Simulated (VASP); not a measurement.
These are r2SCAN meta-GGA, VASP's PBE PAW potentials (set 64) (plane waves; VASP) values and carry that method's errors.

A VASP calculation is set up with these files.

KPOINTS_OPT:
```
k-points along high-symmetry lines
10
Line-mode
Reciprocal
  0.000000   0.000000   0.000000 ! GAMMA
  0.500000   0.000000   0.500000 ! X

  0.500000   0.000000   0.500000 ! X
  0.625000   0.250000   0.625000 ! U

  0.375000   0.375000   0.750000 ! K
  0.000000   0.000000   0.000000 ! GAMMA

  0.000000   0.000000   0.000000 ! GAMMA
  0.500000   0.500000   0.500000 ! L

  0.500000   0.500000   0.500000 ! L
  0.500000   0.250000   0.750000 ! W

  0.500000   0.250000   0.750000 ! W
  0.500000   0.000000   0.500000 ! X
```

**POSCAR**
```
CdF2
1
    0.0000000000     2.7016787717     2.7016787717
    2.7016787717    -0.0000000000     2.7016787717
    2.7016787717     2.7016787717     0.0000000000
Cd F
1 2
Direct
  0.0000000000   0.0000000000   0.0000000000
  0.2500000000   0.2500000000   0.2500000000
  0.7500000000   0.7500000000   0.7500000000
```

### KPOINTS
```
Automatic
0
G
 8 8 8
```

### INCAR
```
SYSTEM = CdF2
PREC = Accurate
ENCUT = 520
EDIFF = 1E-7
NELM = 100
ALGO = Normal
LREAL = .FALSE.
LASPH = .TRUE.
ISMEAR = -5
METAGGA = R2SCAN
LMIXTAU = .TRUE.
LMAXMIX = 4
LWAVE = .FALSE.
LCHARG = .FALSE.
LORBIT = 11
NEDOS = 601
ISIF = 2
LEFG = .TRUE.
```

POTCAR, in this order: Cd F (PBE.64 set). Program: vasp_std.

The resulting files:

File OSZICAR:
```
       N       E                     dE             d eps       ncg     rms          rms(c)
DAV:   1     0.170516944949E+03    0.17052E+03   -0.16272E+04  1051   0.158E+03
DAV:   2    -0.349985822566E+02   -0.20552E+03   -0.20218E+03  1105   0.388E+02
DAV:   3    -0.431246753363E+02   -0.81261E+01   -0.81062E+01  1082   0.871E+01
DAV:   4    -0.431615820700E+02   -0.36907E-01   -0.36898E-01  1074   0.586E+00
DAV:   5    -0.431617093730E+02   -0.12730E-03   -0.12730E-03  1067   0.329E-01    0.881E+00
DAV:   6    -0.334608622605E+02    0.97008E+01   -0.52686E+00   995   0.496E+01    0.103E+01
DAV:   7    -0.335153407441E+02   -0.54478E-01   -0.22655E+00  1004   0.165E+01    0.467E+00
DAV:   8    -0.346207452198E+02   -0.11054E+01   -0.57448E-01   986   0.105E+01    0.233E+00
DAV:   9    -0.332769376180E+02    0.13438E+01   -0.42702E-01   986   0.744E+00    0.760E-01
DAV:  10    -0.336805981101E+02   -0.40366E+00   -0.44699E-01   986   0.674E+00    0.252E-01
DAV:  11    -0.337154754607E+02   -0.34877E-01   -0.12881E-02   993   0.152E+00    0.203E-01
DAV:  12    -0.337046400261E+02    0.10835E-01   -0.15807E-02   987   0.154E+00    0.265E-01
DAV:  13    -0.337202853410E+02   -0.15645E-01   -0.81669E-03   988   0.110E+00    0.652E-02
DAV:  14    -0.337208337790E+02   -0.54844E-03   -0.20534E-04  1027   0.159E-01    0.343E-02
DAV:  15    -0.337209877950E+02   -0.15402E-03   -0.54161E-05   997   0.824E-02    0.192E-02
DAV:  16    -0.337210891030E+02   -0.10131E-03   -0.12450E-04   991   0.125E-01    0.135E-02
DAV:  17    -0.337211237738E+02   -0.34671E-04   -0.29917E-05   990   0.606E-02    0.245E-03
DAV:  18    -0.337211242925E+02   -0.51866E-06   -0.52150E-07  1021   0.972E-03    0.139E-03
DAV:  19    -0.337211246053E+02   -0.31282E-06   -0.22170E-07   757   0.579E-03    0.897E-04
DAV:  20    -0.337211250071E+02   -0.40184E-06   -0.60004E-08   755   0.283E-03    0.410E-04
DAV:  21    -0.337211249378E+02    0.69375E-07   -0.37232E-09   495   0.657E-04
   1 F= -.33721125E+02 E0= -.33721125E+02  d E =0.000000E+00
       N       E                     dE             ncg
       N       E                     dE             ncg
       N       E                     dE             ncg
```

**OUTCAR**
```
------------------------ aborting loop because EDIFF is reached ----------------------------------------
  FORCE on cell =-STRESS in cart. coord.  units (eV):
  Direction    XX          YY          ZZ          XY          YZ          ZX
  --------------------------------------------------------------------------------------
  Total        0.0046047      0.0046047      0.0046047      0.0000000      0.0000000      0.0000000
  in kB        0.1870606      0.1870606      0.1870606      0.0000000      0.0000000      0.0000000
  external PRESSURE =       0.1870606 kB  Pullay stress =       0.0000000 kB
  volume of cell :       39.44
      direct lattice vectors                 reciprocal lattice vectors
     0.000000000  2.701678772  2.701678772    -0.185070115  0.185070115  0.185070115
     2.701678772  0.000000000  2.701678772     0.185070115 -0.185070115  0.185070115
     2.701678772  2.701678772  0.000000000     0.185070115  0.185070115 -0.185070115
 POSITION                                       TOTAL-FORCE (eV/Angst)
 -----------------------------------------------------------------------------------
      0.00000      0.00000      0.00000        -0.000000      0.000000     -0.000000
      1.35084      1.35084      1.35084        -0.000000     -0.000000     -0.000000
      4.05252      4.05252      4.05252         0.000000      0.000000      0.000000
 -----------------------------------------------------------------------------------
    total drift:                                0.000000      0.000000      0.000000
  FREE ENERGIE OF THE ION-ELECTRON SYSTEM (eV)
  ---------------------------------------------------
  free  energy   TOTEN  =       -33.7211249378 eV

  energy  without entropy=      -33.7211249378  energy(sigma->0) =      -33.72112494

 total charge

# of ion       s       p       d       tot
------------------------------------------
    1        0.206   0.179   9.704  10.089
    2        1.742   4.371   0.000   6.114
    3        1.742   4.371   0.000   6.114
--------------------------------------------------
tot          3.691   8.922   9.704  22.316
```
(Selected blocks of OUTCAR.)

The compound is CdF2 in the fluorite structure. It was relaxed first.
